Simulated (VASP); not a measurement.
Tl3TeI: single point with LDA

The system is Tl3TeI.

```
CELL_PARAMETERS angstrom
7.27731 0.00000 0.00000
0.00000 7.27731 0.00000
0.00000 0.00000 7.27731
ATOMIC_POSITIONS crystal
I 0.00000 0.00000 0.00000
Te 0.50000 0.50000 0.50000
Tl 0.50000 0.50000 0.00000
Tl 0.50000 0.00000 0.50000
Tl 0.00000 0.50000 0.50000
```

The cell comes from a database or a generator and needn't be the stable form of this composition.

* Program: VASP 6.6.1
* Task: single point
* Functional: LDA
* Potentials or basis: VASP PAW LDA potentials, release 64 (I, Te, Tl_d)
* Cutoff: 520 eV
* k mesh: 4 × 4 × 4
* Occupations: gaussian, width 0.05 eV
* Spin: no spin polarisation
* Dipole correction: no
* Further INCAR settings: ALGO = Fast; EDIFF = 1e-07; NBANDS = 34

```json
{
  "Pressure": "-2.3 GPa",
  "Band gap on the k mesh": "0.72 eV, indirect (least direct gap 0.79 eV)"
}
```

Levels at points of the mesh, in eV from the valence-band top:
```tsv
k point	band 22	band 23	band 24	band 25	band 26	band 27	band 28	band 29	band 30	band 31
(0.00, 0.00, 0.00)	-1.54	-1.54	-0.83	-0.83	-0.83	2.14	2.14	2.14	2.17	2.17
(0.50, 0.00, 0.00)	-1.44	-0.87	-0.87	-0.85	-0.17	1.65	1.81	1.81	1.83	2.03
(0.50, 0.50, 0.00)	-0.92	-0.92	-0.84	-0.07	-0.07	0.72	1.67	1.67	1.84	2.04
(0.50, 0.50, 0.50)	-1.02	-1.02	0.00	0.00	0.00	1.15	1.15	1.15	1.65	2.42
```

It took 69 s on 1 thread of Intel(R) Xeon(R) 6975P-C (Granite Rapids), with other jobs on the host, peak memory 0.38 GiB.

Caveat: spin-orbit coupling is left out, which as a rule narrows the gap of such compounds by several tenths of an eV. A k mesh can miss the band edges.
